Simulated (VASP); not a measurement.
VASP ran on this input.

INCAR:
```
SYSTEM = MnS
PREC = Accurate
ENCUT = 520
EDIFF = 1E-7
NELM = 100
ALGO = Normal
LREAL = .FALSE.
LASPH = .TRUE.
ISMEAR = 0
SIGMA = 0.05
GGA = PE
IVDW = 11
LMAXMIX = 4
ISPIN = 2
MAGMOM = 4.1 -4.1 0.0 0.0
LORBIT = 10
LWAVE = .FALSE.
LCHARG = .FALSE.
ISIF = 4
IBRION = 2
NSW = 30
EDIFFG = -0.01
```

KPOINTS:
```
Automatic mesh
0
Gamma
7 7 7
0 0 0
```

POSCAR:
```
MnS
1
    4.9846091350     2.4864183663     2.4864183663
    2.4864183663     4.9846091350     2.4864183663
    2.4864183663     2.4864183663     4.9846091350
Mn S
2 2
Direct
  0.0000000000   0.0000000000   0.0000000000
  0.5000000000   0.5000000000   0.5000000000
  0.2500000000   0.2500000000   0.2500000000
  0.7500000000   0.7500000000   0.7500000000
```

POTCAR, in this order: Mn_pv S (PBE.64 set). Program: vasp_std.

### Question
Write an equivalent input for Quantum ESPRESSO's pw.x.

### Answer
One equivalent input (not run):
```
&CONTROL
  calculation = 'vc-relax'
  pseudo_dir = './pseudo'
  outdir = './out'
  tprnfor = .true.
  tstress = .true.
  nstep = 30
  forc_conv_thr = 0.00039
/
&SYSTEM
  ibrav = 0
  nat = 4
  ntyp = 3
  ecutwfc = 96
  occupations = 'smearing'
  smearing = 'gaussian'
  degauss = 0.003675
  input_dft = 'pbe'
  vdw_corr = 'grimme-d3'
  dftd3_version = 3
  dftd3_threebody = .false.
  nspin = 2
  starting_magnetization(1) = 0.41
  starting_magnetization(2) = -0.41
/
&ELECTRONS
  conv_thr = 7.3e-09
  electron_maxstep = 100
/
&IONS
/
&CELL
  cell_dofree = 'shape'
/
ATOMIC_SPECIES
  Mn1 54.938 Mn.upf
  Mn2 54.938 Mn.upf
  S 32.060 S.upf
CELL_PARAMETERS angstrom
     4.9846091    2.4864184    2.4864184
     2.4864184    4.9846091    2.4864184
     2.4864184    2.4864184    4.9846091
ATOMIC_POSITIONS crystal
  Mn1  0.0000000  0.0000000  0.0000000
  Mn2  0.5000000  0.5000000  0.5000000
  S    0.2500000  0.2500000  0.2500000
  S    0.7500000  0.7500000  0.7500000
K_POINTS automatic
  7 7 7 0 0 0
```
What does not carry over: the potentials are each code's own (VASP's PAW set, PseudoDojo norm-conserving files in pw.x), so ENCUT and ecutwfc are chosen apart and not converted; conv_thr bounds pw.x's estimated SCF error, while EDIFF bounds the energy change between steps; starting_magnetization is a fraction of the valence charge and MAGMOM a moment in μB, so they match only roughly; forc_conv_thr acts on force components and is met together with etot_conv_thr.

The compound is MnS in the rock salt, AFM-II order structure. This cell is one point of a volume scan, at 0.94 of the reference volume. Symmetry was kept, so distortions that lower it aren't found.
